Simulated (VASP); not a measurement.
Write the native input for VASP 6.6.1 that does the following.

```
Task                   : single point
Functional             : PBE
Potentials or basis    : VASP PAW PBE potentials, release 64 (Co, Si)
Cutoff                 : 520 eV
k mesh                 : 8 × 8 × 8
Occupations            : gaussian, width 0.05 eV
Spin                   : no spin polarisation
Dipole correction      : no
Further INCAR settings : ALGO = Fast; EDIFF = 1e-06; NBANDS = 36
```

The structure of CoSi lies in POSCAR:

```
CoSi
1.0
    4.4010559511      0.0000000000      0.0000000000
    0.0000000000      4.4010559511      0.0000000000
    0.0000000000      0.0000000000      4.4010559511
Co Si
4 4
Direct
    0.1457753859      0.1457753859      0.1457753859
    0.3542246141      0.8542246141      0.6457753859
    0.6457753859      0.3542246141      0.8542246141
    0.8542246141      0.6457753859      0.3542246141
    0.8434248967      0.8434248967      0.8434248967
    0.6565751033      0.1565751033      0.3434248967
    0.3434248967      0.6565751033      0.1565751033
    0.1565751033      0.3434248967      0.6565751033
```

The input as run:

INCAR

```
SYSTEM = CoSi
PREC = Accurate ; ENCUT = 520
EDIFF = 1E-6 ; ISMEAR = 0
SIGMA = 0.05 ; LREAL = .False.
LASPH = .True. ; NELM = 100
ALGO = Fast ; ISIF = 2
LWAVE = .False. ; LCHARG = .False.
GGA = PE ; NBANDS = 36
```

KPOINTS

```
regular mesh
0
Gamma
  8 8 8
  0 0 0
```

Potentials or basis: VASP PAW PBE potentials, release 64 (Co, Si).

The run is started by

```bash
$ cat potpaw_PBE.64/Co/POTCAR potpaw_PBE.64/Si/POTCAR > POTCAR
$ mpirun -np 1 vasp_std > vasp.out
```

Results of the run:

| Property | Result |
| --- | --- |
| Pressure | 4.3 GPa |
| Largest force | 0.006 eV/Å |
| Band gap on the k mesh | none (metal or under the smearing width) |

Run time: 120 s on 1 thread of Intel(R) Xeon(R) Platinum 8559C (Emerald Rapids) (shared host), peak memory 0.26 GiB.
